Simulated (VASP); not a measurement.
Here is the system:

```xyz
7
Lattice="-2.8565 2.8565 5.3394 2.8565 -2.8565 5.3394 2.8565 2.8565 -5.3394" Properties=species:S:1:pos:R:3 pbc="T T T"
Cd     0.0000     0.0000     0.0000
Ga     2.8565     0.0000     2.6697
Ga     0.0000     0.0000     5.3394
Se     1.4996     4.1543     1.4730
Se     1.2979     1.3569     3.8663
Se     1.3569    -1.2979     6.8124
Se     1.5586     1.4996    -1.4730
```

Computed with PBEsol GGA, VASP's PBE PAW potentials (set 64) (plane waves; VASP). Run with 300 eV cut-off, 3×3×3 Γ-centred mesh, Gaussian smearing of 0.010 eV, potentials Cd Ga_d Se.

At this cut-off the stress carries a Pulay error, which pulls relaxed volumes low.

**Question.** Estimate the energy per atom (σ→0), pressure, band gap (on the k-mesh) with the smallest direct gap where there is one.

**Answer.** 
The band gap (on the k-mesh) is 1.50 eV, the smallest direct gap (on the k-mesh) is 1.50 eV and the energy per atom (σ→0) is -3.906 eV/atom. The pressure comes out as 2.19 GPa.

Only differences to runs with the same potentials and settings are physical.

The structure comes from a computed database's CdGa2Se4 entry (I-4); how it stands against other phases isn't given here. The cell was not relaxed at this level. The k-mesh is coarse (spacing up to 0.52 per Å, 2π included), so the numbers may not be converged in it.
